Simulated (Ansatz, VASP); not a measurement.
# YbAgGe in two plane-wave programs, part 2 of 2

Aim: how closely do two programs agree when they are given the same cell, functional and k mesh?

VASP 6.6.1 and Ansatz 0.2.0.

So far: Starting point; VASP: single point, PBEsol, DFT+U.

### Step 3. Ansatz: single point, PBEsol, DFT+U

Level of this step: Ansatz beside VASP: Kohn-Sham DFT, plane waves, PBEsol, DFT+U (Ansatz).

Ansatz runs on its default PAW (the set named soft_2) files.

The same cell, functional, mesh and smearing now go to Ansatz, which takes its cutoff from its data sets.

input.yaml

```yaml
crystal:
  lattice:
    - [7.0524, 0.0, 0.0]
    - [-3.5262, 6.1075575576, 0.0]
    - [0.0, 0.0, 4.1387]
  atoms:
    - { symbol: Yb, position: [0.58159, 0.0, 0.0], spin: 1.0 }
    - { symbol: Yb, position: [0.41841, 0.41841, 0.0], spin: 1.0 }
    - { symbol: Yb, position: [0.0, 0.58159, 0.0], spin: 1.0 }
    - { symbol: Ag, position: [0.25011, 0.0, 0.5] }
    - { symbol: Ag, position: [0.74989, 0.74989, 0.5] }
    - { symbol: Ag, position: [0.0, 0.25011, 0.5] }
    - { symbol: Ge, position: [0.0, 0.0, 0.0] }
    - { symbol: Ge, position: [0.3333333333, 0.6666666667, 0.5] }
    - { symbol: Ge, position: [0.6666666667, 0.3333333333, 0.5] }
hamiltonian:
  xc: pbesol
  pseudopotentials: { kind: paw }
  hubbard: { sites: [{ species: Yb, l: f, u_eff: 6.0 }] }
magnetization:
  spin_polarized: true
kpoints:
  mp_grid: { grid: [6, 6, 8] }
scf:
  occupations: { method: fermi_dirac, width: 0.05 }
  n_extra_bands: 9
output:
  forces: true
  stress: true
  eigenvalues: true
  write_density: true
  write_potential: true
  elf: true
  volumetric_format: npy
```

On the command line:

```console
ansatz run input.yaml --threads 4 --pin off --max-ram 9216MiB --backend cpu --events-out ev --progress --plain --runs-dir out
```

Numbers of over 12 decimals in the logs are rounded to 6 here.

Output:

```text
Warning: the band count 95 (scf.n_extra_bands) hosts the net moment |M| = 3.0000 μB (N_el = 171) but caps the reachable moment at 2·n_bands − N_el = 19.0000 μB, below the 105 bands that the automatic rule leaves for it — a moment growing past the seed, or the majority channel's smearing tail, pins there with fewer empty majority states than that count leaves; raise or omit scf.n_extra_bands unless the cap is intended
Yb: projections on atomic orbitals take those of the free atom [Kr 4d10] 4f14 5s2 5p6 5d0 6s2, of charge +0.00 (hamiltonian.pseudopotentials.projection_atoms); the dataset's partial waves leave at most 1.5e-4 of an orbital's norm unspanned inside its sphere
Ag: projections on atomic orbitals take those of the free atom [Ar 3d10] 4s2 4p6 4d10 5s1, of charge +0.00 (hamiltonian.pseudopotentials.projection_atoms); the dataset's partial waves leave at most 1.2e-5 of an orbital's norm unspanned inside its sphere
Ge: projections on atomic orbitals take those of the free atom [Ar] 3d10 4s2 4p2, of charge +0.00 (hamiltonian.pseudopotentials.projection_atoms); the dataset's partial waves leave at most 1.2e-6 of an orbital's norm unspanned inside its sphere
scf.n_extra_bands = 9 over 86 filled bands (N_el = 171.0): the run solves 95 bands
Engine: ansatz 0.2.0, aarch64-unknown-linux-gnu
Pseudopotentials: kind: paw
Pseudopotential: Yb, paw, valence charge 24, recommended cutoff 420 eV (normal), Yb.paw.azcp
Pseudopotential: Ag, paw, valence charge 19, recommended cutoff 420 eV (normal), Ag.paw.azcp
Pseudopotential: Ge, paw, valence charge 14, recommended cutoff 420 eV (normal), Ge.paw.azcp
Functional definition: PBEsol
  exchange = pbesol_x
  correlation = pbesol_c
Crystal: 9 atoms, lattice volume = 178.266 Å³
Basis set: ecut = 420 eV, 3499 PW (Γ), exchange–correlation on 96×96×60 points (8 copies of the dense FFT grid, shifted against one another)
Bands: 100, of which v1, the nominal top of the filled ones, is band 86 counted from 1 (85 counted from 0)
Symmetry: 12 space group operations
Space group: P-62m (ITA 189), of the structure as read, at distance tolerance 5.6e-5 Å
Magnetic group: BNS 189.221 (UNI 1451), of the structure as read, at distance tolerance 5.6e-5 Å
k-points: 35 of 288 (time reversal used)
Non-local potential: Yb, projectors of the file, l = 0: 3, l = 1: 2, l = 2: 2, l = 3: 3
Non-local potential: Ag, projectors of the file, l = 0: 3, l = 1: 2, l = 2: 2, l = 3: 1
Non-local potential: Ge, projectors of the file, l = 0: 2, l = 1: 2, l = 2: 3, l = 3: 1
PAW form: soft (Blöchl's): semilocal exchange-correlation on the pseudo side does not see the compensation charge
PAW frozen core: Yb, regenerated for the run's functional, and the local potential with it (the file was generated under x = pbe(κ = 0.804, μ = 0.219515), c = pbe(β = 0.066725))
PAW frozen core: Ag, regenerated for the run's functional, and the local potential with it (the file was generated under x = pbe(κ = 0.804, μ = 0.219515), c = pbe(β = 0.066725))
PAW frozen core: Ge, regenerated for the run's functional, and the local potential with it (the file was generated under x = pbe(κ = 0.804, μ = 0.219515), c = pbe(β = 0.066725))
PAW one-centre angular grid: Yb, 590 points (default); XC on 64 Gauss nodes
PAW one-centre angular grid: Ag, 590 points (default); XC on 64 Gauss nodes
PAW one-centre angular grid: Ge, 590 points (default); XC on 64 Gauss nodes
Initial density: superposition of atomic densities (chi_scale 0.1, normalization cell, long waves kept (reshape's long-wave potential 0.01 eV rms))
Initial wavefunctions: pseudopotential atomic-orbital guess
Functional: x = pbesol(κ = 0.804, μ = 0.123457), c = pbesol(β = 0.046)
SCF iter   1: F=—  HF=-76360.013009 eV  |F-HF|=—  |Δ(HF+E_count)|=         —  Δρ=5.57e-2 (↑5.57e-2 ↓4.51e-2)  dr2=2.03e1  dr2_m=1.05e-1  M=2.569 μB ∫|m|=2.597 μB  β_m=0.30  ethr=3.10e-3  ⟨swp⟩=5.2  Hψ=28504  notcnv=0  defer=110
preconditioner: auto → Kerker (q_TF=auto, 2.709 Å⁻¹)  [metal: Δε(μ)=0.035 eV  Ē_g=13.742 eV  σ=0.050 eV  W_gap=0.17  n_scr=56 (ndim 8)  ℏωp=33.0 eV  f_vac=0.000  D(μ)=1.75/eV (n_scr^D=6)]
spin=Collinear: Kerker preconditioning applied to the charge; magnetization (m = ρ↑ − ρ↓) channel mixes plain (no charge-response kernel on spin).
SCF iter   2: F=—  HF=-76359.424951 eV  |F-HF|=—  |Δ(HF+E_count)|=   5.88e-1  Δρ=2.90e-2 (↑2.90e-2 ↓1.94e-2)  dr2=4.96e0  dr2_m=2.65e-1  M=2.230 μB ∫|m|=2.248 μB  β_m=0.36  ethr=3.10e-3  ⟨swp⟩=2.2  Hψ=13835  notcnv=0
SCF iter   3: F=—  HF=-76357.420719 eV  |F-HF|=—  |Δ(HF+E_count)|=    2.00e0  Δρ=2.45e-2 (↑1.92e-2 ↓2.45e-2)  dr2=4.01e0  dr2_m=1.46e-2  M=2.700 μB ∫|m|=2.728 μB  β_m=0.35  ethr=2.90e-3  ⟨swp⟩=2.1  Hψ=10774  notcnv=0
SCF iter   4: F=—  HF=-76357.226302 eV  |F-HF|=—  |Δ(HF+E_count)|=   1.94e-1  Δρ=1.98e-2 (↑9.27e-3 ↓1.98e-2)  dr2=1.87e0  dr2_m=6.65e-2  M=2.822 μB ∫|m|=2.848 μB  β_m=0.37  ethr=2.35e-3  ⟨swp⟩=2.0  Hψ=10504  notcnv=0
SCF iter   5: F=—  HF=-76356.923949 eV  |F-HF|=—  |Δ(HF+E_count)|=   3.02e-1  Δρ=1.16e-2 (↑4.82e-3 ↓1.16e-2)  dr2=6.27e-1  dr2_m=3.14e-2  M=3.011 μB ∫|m|=3.050 μB  β_m=0.60  ethr=1.09e-3  ⟨swp⟩=2.9  Hψ=14508  notcnv=0  defer=1
[...]
SCF iter  10: F=—  HF=-76357.672517 eV  |F-HF|=—  |Δ(HF+E_count)|=   3.88e-2  Δρ=3.62e-3 (↑3.27e-4 ↓3.62e-3)  dr2=2.48e-2  dr2_m=5.05e-3  M=2.512 μB ∫|m|=2.532 μB  β_m=0.73  ethr=2.57e-6  ⟨swp⟩=2.0  Hψ=8821  notcnv=0  recentre
[...]
SCF iter  37: F=—  HF=-76359.967466 eV  |F-HF|=—  |Δ(HF+E_count)|=   6.74e-5  Δρ=1.09e-4 (↑1.09e-4 ↓1.02e-4)  dr2=7.20e-5  dr2_m=1.42e-7  M=-0.001 μB ∫|m|=0.001 μB  β_m=0.90  ethr=1.33e-7  ⟨swp⟩=2.3  Hψ=12524  notcnv=0
Bands: 95, of which v1, the nominal top of the filled ones, is band 86 counted from 1 (85 counted from 0)
Initial density: handed on by an earlier stage of this run
iter 1 solved again at ethr=1.17e-7 eV; its pass at ethr=5.85e-7 eV (dr2=2.00e-4 eV) is discarded
SCF iter   1: F=—  HF=-76359.967660 eV  |F-HF|=—  |Δ(HF+E_count)|=         —  Δρ=6.62e-5 (↑6.62e-5 ↓5.86e-5)  dr2=3.29e-5  dr2_m=1.05e-7  M=-0.002 μB ∫|m|=0.002 μB  ethr=1.17e-7  ⟨swp⟩=2.4  Hψ=52519  notcnv=0
preconditioner: auto → Kerker (q_TF=auto, 2.709 Å⁻¹)  [metal: Δε(μ)=0.039 eV  Ē_g=12.678 eV  σ=0.050 eV  W_gap=0.19  n_scr=56 (ndim 8)  ℏωp=33.0 eV  f_vac=0.000  D(μ)=5.99/eV (n_scr^D=44)]
spin=Collinear: Kerker preconditioning applied to the charge; magnetization (m = ρ↑ − ρ↓) channel mixes plain (no charge-response kernel on spin).
SCF iter   2: F=—  HF=-76359.967764 eV  |F-HF|=—  |Δ(HF+E_count)|=   1.04e-4  Δρ=2.29e-4 (↑2.29e-4 ↓2.18e-4)  dr2=4.55e-4  dr2_m=9.36e-8  M=-0.001 μB ∫|m|=0.001 μB  β_m=0.30  ethr=1.92e-8  ⟨swp⟩=3.0  Hψ=15751  notcnv=0
SCF iter   3: F=—  HF=-76359.967699 eV  |F-HF|=—  |Δ(HF+E_count)|=   6.56e-5  Δρ=9.15e-5 (↑8.31e-5 ↓9.15e-5)  dr2=5.89e-5  dr2_m=5.54e-8  M=-0.001 μB ∫|m|=0.001 μB  β_m=0.25  ethr=1.92e-8  ⟨swp⟩=3.0  Hψ=14045  notcnv=0
SCF iter   4: F=—  HF=-76359.967674 eV  |F-HF|=—  |Δ(HF+E_count)|=   2.50e-5  Δρ=4.06e-5 (↑4.06e-5 ↓3.60e-5)  dr2=4.66e-5  dr2_m=4.31e-8  M=-0.001 μB ∫|m|=0.001 μB  β_m=0.41  ethr=1.92e-8  ⟨swp⟩=3.0  Hψ=12822  notcnv=0
SCF iter   5: F=—  HF=-76359.967666 eV  |F-HF|=—  |Δ(HF+E_count)|=   7.89e-6  Δρ=1.42e-5 (↑1.39e-5 ↓1.42e-5)  dr2=6.62e-6  dr2_m=6.45e-9  M=-0.000 μB ∫|m|=0.000 μB  β_m=0.56  ethr=1.92e-8  ⟨swp⟩=2.1  Hψ=8989  notcnv=0
SCF iter   6: F=—  HF=-76359.967665 eV  |F-HF|=—  |Δ(HF+E_count)|=   5.82e-7  Δρ=1.08e-5 (↑1.07e-5 ↓1.08e-5)  dr2=7.51e-7  dr2_m=4.10e-10  M=-0.000 μB ∫|m|=0.000 μB  β_m=0.78  ethr=3.87e-9  ⟨swp⟩=2.0  Hψ=11233  notcnv=0
SCF iter   7: F=—  HF=-76359.967665 eV  |F-HF|=—  |Δ(HF+E_count)|=   1.54e-7  Δρ=2.73e-6 (↑2.70e-6 ↓2.73e-6)  dr2=1.30e-7  dr2_m=4.10e-11  M=-0.000 μB ∫|m|=0.000 μB  β_m=0.82  ethr=4.39e-10  ⟨swp⟩=2.2  Hψ=11042  notcnv=0
SCF iter   8: F=-76359.967665 eV  HF=-76359.967665 eV  |F-HF|=9.18e-9  |Δ(HF+E_count)|=   7.86e-9  Δρ=1.19e-6 (↑1.16e-6 ↓1.19e-6)  dr2=1.24e-8  dr2_m=2.39e-12  M=-0.000 μB ∫|m|=0.000 μB  ethr=5.85e-11  ⟨swp⟩=10.5  Hψ=57892  notcnv=0
SCF 1 converged in 8 iterations: F = -76359.967665 eV  dr2 = 1.24e-8
  greatest PAW one-centre occupation: 1.001 electrons in one spin orbital (limit 2), on the Ag atom at site 5 (counted from 0), in its partial waves of l = 0
SCF converged after 45 iterations (37 of them in the search for the orbital order of the open f shells)
Magnetization: -0.0000 μB (85.5000 up, 85.5000 down)
Absolute magnetization: 0.0000 μB (∫|ρ↑−ρ↓|, with the PAW one-centre terms)
Spin contamination: 0.0000 ħ² per cell (⟨S²⟩ above its minimum at these occupations)
Per-site moments (μB) at R_I (Å): [(-1.0270153118153316e-7, 1.217203), (-1.0270153103697915e-7, 1.217203), (-1.0270153142755789e-7, 1.217203), (-1.0302496278957112e-7, 1.110727), (-1.0302496267921106e-7, 1.110727), (-1.0302496301777637e-7, 1.110727), (-2.1875194516212712e-7, 1.121626), (-6.552048002299598e-7, 1.110727), (-6.552048006171479e-7, 1.110727)]
Free energy (F): -76359.967665 eV
Harris-Foulkes:  -76359.967665 eV  (|F-HF|=9.18e-9)
Internal energy: -76359.919617 eV  (E = F + TS)
E sigma→0 (E₀):  -76359.943641 eV
Entropy (-TS):   -0.048048 eV (-5.339 meV/atom)
Fermi energy:    14.544513 eV
--- Per-component energies (eV) ---
  E_band       = -761.943755
  E_kinetic    = 2993.183052
  E_local      = -29714.498135  (includes V_loc(G=0)·N_el)
  E_nonlocal   = 3185.646455
  E_hartree    = 13128.312887
  E_xc         = -1269.185207
  E_vxc        = -1515.012376  (∫ρ·V_xc dr)
  E_hubbard    = 0.906725  (on-site DFT+U / exact-exchange correction)
  E_vhub       = -123.272126  (the Hubbard potential's part of the band-sum identity)
  E_paw        = -39159.676105  (= ΣΔE_a)
  E_vpaw       = -1844.614632  (= ΣTr[D̂ρ^β])
  E_aug_tail   = 0.001781  (compensation charges beyond the density's cutoff)
  E_ewald      = -25531.720679
  E_core_change = 7.109608  (= ΣΔE_core)
  E_smearing   = -0.048048  (= −TS)
  E_closure    = -0.000000  (closes the sum)
  Σ components = -76359.967665   (vs F -76359.967665, Δ=0.00e0)
--- Forces (eV/Å), atoms counted from 1 ---
  atom   1  Yb    -0.03242254    -0.00000000    -0.00000000
  atom   2  Yb     0.01621127     0.02807875     0.00000000
  atom   3  Yb     0.01621127    -0.02807875     0.00000000
  atom   4  Ag    -0.23859824     0.00000000     0.00000000
  atom   5  Ag     0.11929912     0.20663214     0.00000000
  atom   6  Ag     0.11929912    -0.20663214    -0.00000000
  atom   7  Ge    -0.00000000     0.00000000    -0.00000000
  atom   8  Ge     0.00000000    -0.00000000     0.00000000
  atom   9  Ge     0.00000000     0.00000000     0.00000000
  max |Σ_I F_I| component: 9.48e-17 eV/Å
--- Stress (GPa, compression-positive) ---
        2.039788      -0.000000      -0.000000
       -0.000000       2.039788      -0.000000
       -0.000000      -0.000000       3.251996
  P = ⅓ Tr σ = 2.4439 GPa (24.439 kbar)
--- Band table (eV; the first three rows and the last of 70) ---
  k-point 0 ↑: bands = [... 82 lower, 14.4148, 14.8210, 15.4603, 15.6839, 15.6839, 16.3783, 16.8603, 16.9619, ... 5 higher]
  k-point 1 ↑: bands = [... 82 lower, 13.8445, 14.3264, 15.3128, 15.4326, 15.4326, 16.2066, 16.7898, 16.7898, ... 5 higher]
  k-point 2 ↑: bands = [... 82 lower, 13.3368, 14.0651, 14.1505, 14.7472, 14.7472, 16.8514, 16.8514, 16.9537, ... 5 higher]
  k-point 34 ↓: bands = [... 82 lower, 13.4298, 13.6183, 13.6853, 13.6853, 14.7988, 16.6657, 17.0786, 17.0786, ... 5 higher]
Occupation matrices written to <dir>
```

The job ended after 12 min (4 threads of Arm Neoverse V2, shared host; peak memory 1.9 GiB; 45 min of CPU time).

The column dr2 measures how far the density is from self-consistency, as an energy; F and HF (Harris–Foulkes) agree once it is small.

The run ends at a pressure of 2.44 GPa, with forces up to 0.24 eV/Å.

### Step 4. Differences

Known differences besides the potentials themselves: U acts on the PAW sphere in VASP and on atomic orbitals in Ansatz, so only states and trends compare; the data sets hold 171 valence electrons in Ansatz (default PAW (the set named soft_2) files) and 147 in VASP; the cutoff is 420 eV in Ansatz and 420 eV in VASP (PREC = Normal); Ansatz makes its cores anew for this functional, VASP keeps those of its PBE data sets. Total energies have different zeros and are not compared.

The two programs side by side:

| quantity | Ansatz | VASP | difference |
| --- | --- | --- | --- |
| pressure (GPa) | 2.44 | 2.13 | +0.32 |
| pressure without Ansatz's Pulay correction (GPa) | 2.39 | 2.13 | +0.26 |

Forces (eV/Å; atoms numbered as in POSCAR):

| atom | Ansatz x, y, z | VASP x, y, z |
| --- | --- | --- |
| Yb1 | -0.032, 0.000, 0.000 | -0.044, 0.000, 0.000 |
| Yb2 | 0.016, 0.028, 0.000 | 0.022, 0.038, 0.000 |
| Yb3 | 0.016, -0.028, 0.000 | 0.022, -0.038, 0.000 |
| Ag4 | -0.239, 0.000, 0.000 | -0.207, 0.000, 0.000 |
| Ag5 | 0.119, 0.207, 0.000 | 0.104, 0.179, 0.000 |
| Ag6 | 0.119, -0.207, 0.000 | 0.104, -0.179, 0.000 |
| Ge7 | 0.000, 0.000, 0.000 | 0.000, 0.000, 0.000 |
| Ge8 | 0.000, 0.000, 0.000 | 0.000, 0.000, 0.000 |
| Ge9 | 0.000, 0.000, 0.000 | 0.000, 0.000, 0.000 |

The forces differ by 11 meV/Å r.m.s., which is 15.8 % of the r.m.s. force of 0.07 eV/Å (both taken over all components). VASP's last cycles still show a density residual of 8e-03, so its state may not be settled. Ansatz's pressure holds a Pulay correction of 0.06 GPa; VASP's holds none.

### Step 5. Results

```yaml
r_m_s_force_difference_single_point_pbesol_dft_u: 11 meV/Å
```

The r.m.s. force difference is 11 meV/Å (single point, PBEsol, DFT+U). How closely two codes agree says nothing of how well the functional describes the real material.

[Lines on the potential files, build, host, timing and source positions are cut from VASP's logs without a mark.]

[Logs are printed without paths, hosts, clocks, repeated set-up lines and the standing remarks that a program may print on its own settings, such as how far it seeks lower states.]

[Hosts, paths, dates, database ids (printed as entryN), source tags and the programs' standing remarks are cut or masked in the printed files.]
